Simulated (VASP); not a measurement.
A convergence study with VASP on Au (fcc): a few settings are varied, all else stays as given below, so the limit is that of these other settings.

```
Au
1.0
    0.00000     2.04000     2.04000
    2.04000     0.00000     2.04000
    2.04000     2.04000     0.00000
Au
1
Direct
  0.00000   0.00000   0.00000
```

Method: LDA (Ceperley-Alder, Perdew-Zunger), VASP's LDA PAW potentials (set 64) (plane waves; VASP 6.6.1). The last row used: 550 eV cut-off, 23×23×23 Γ-centred mesh, second-order Methfessel-Paxton smearing of 0.40 eV, potentials Au.

Unless said otherwise, spin-orbit coupling is left out, though it shifts the bands of the heavy elements here.

| setting | E (eV/atom) | pressure (GPa) | irreducible k-points |
|---|---|---|---|
| ISMEAR = -1, SIGMA = 0.01, 8×8×8 mesh | -4.3997 | -2.87 | 29 |
| ISMEAR = -1, SIGMA = 0.1, 8×8×8 mesh | -4.4012 | -2.94 | 29 |
| ISMEAR = 0, SIGMA = 0.01, 8×8×8 mesh | -4.3995 | -2.87 | 29 |
| ISMEAR = 0, SIGMA = 0.1, 8×8×8 mesh | -4.4008 | -2.87 | 29 |
| ISMEAR = 1, SIGMA = 0.01, 8×8×8 mesh | -4.3994 | -2.87 | 29 |
| ISMEAR = 1, SIGMA = 0.2, 8×8×8 mesh | -4.4007 | -2.86 | 29 |
| ISMEAR = 2, SIGMA = 0.05, 8×8×8 mesh | -4.3996 | -2.87 | 29 |
| ISMEAR = 2, SIGMA = 0.2, 8×8×8 mesh | -4.4007 | -2.87 | 29 |
| ISMEAR = -1, SIGMA = 0.01, 17×17×17 mesh | -4.4396 | -4.12 | 165 |
| ISMEAR = -1, SIGMA = 0.2, 17×17×17 mesh | -4.4408 | -3.79 | 165 |
| ISMEAR = 0, SIGMA = 0.01, 17×17×17 mesh | -4.4395 | -4.16 | 165 |
| ISMEAR = 0, SIGMA = 0.2, 17×17×17 mesh | -4.4405 | -3.94 | 165 |
| ISMEAR = 1, SIGMA = 0.01, 17×17×17 mesh | -4.4395 | -4.19 | 165 |
| ISMEAR = 1, SIGMA = 0.4, 17×17×17 mesh | -4.4408 | -3.95 | 165 |
| ISMEAR = 2, SIGMA = 0.05, 17×17×17 mesh | -4.4396 | -4.13 | 165 |
| ISMEAR = 2, SIGMA = 0.4, 17×17×17 mesh | -4.4405 | … | 165 |
| ISMEAR = -1, SIGMA = 0.05, 23×23×23 mesh | -4.4390 | -3.93 | 364 |
| ISMEAR = -1, SIGMA = 0.2, 23×23×23 mesh | -4.4405 | … | 364 |
| ISMEAR = 0, SIGMA = 0.05, 23×23×23 mesh | -4.4387 | -3.95 | 364 |
| ISMEAR = 0, SIGMA = 0.2, 23×23×23 mesh | -4.4395 | -3.90 | 364 |
| ISMEAR = 1, SIGMA = 0.05, 23×23×23 mesh | -4.4386 | -3.96 | 364 |
| ISMEAR = 1, SIGMA = 0.4, 23×23×23 mesh | -4.4400 | -3.90 | 364 |
| ISMEAR = 2, SIGMA = 0.1, 23×23×23 mesh | -4.4387 | -3.95 | 364 |
| ISMEAR = 2, SIGMA = 0.4, 23×23×23 mesh | -4.4397 | -3.92 | 364 |

Problem. What belongs in the gaps?

Solution. 
- ISMEAR = 2, SIGMA = 0.4, 17×17×17 mesh, pressure (GPa): -3.98
- ISMEAR = -1, SIGMA = 0.2, 23×23×23 mesh, pressure (GPa): -3.78

Left out are rungs that failed or repeat a setting and relaxations that didn't move; long series are thinned to 24 rows.

The compound is Au in the fcc structure. The cell was not relaxed at this level.
